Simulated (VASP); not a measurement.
Consider the following.

```
HfO2
1.0
    0.00000     2.59080     2.59080
    2.59080     0.00000     2.59080
    2.59080     2.59080     0.00000
Hf O
1 2
Cartesian
  0.00000   0.00000   0.00000
  1.29540   1.29540   1.29540
  3.88620   3.88620   3.88620
```

All values below come from PBE GGA, VASP's PBE PAW potentials (set 64) (plane waves; VASP). Settings: 520 eV cut-off, KSPACING 0.5 per Å, Gaussian smearing of 0.050 eV, potentials Hf_pv O.

### Question
Give the stress tensor in GPa (positive for a compressed cell).

### Answer

```
-14.07    0.00    0.00
  0.00  -14.07    0.00
  0.00    0.00  -14.07
```
The pressure is its mean diagonal, -14.07 GPa.

The compound is HfO2 in the fluorite structure, the high-temperature cubic form, which is unstable at 0 K; the monoclinic form is the stable one. The cell was not relaxed at this level. The run is one of a series of settings (KGAMMA = .TRUE., KSPACING = 0.5, KPOINTS file removed against the base run), some of them coarse on purpose.
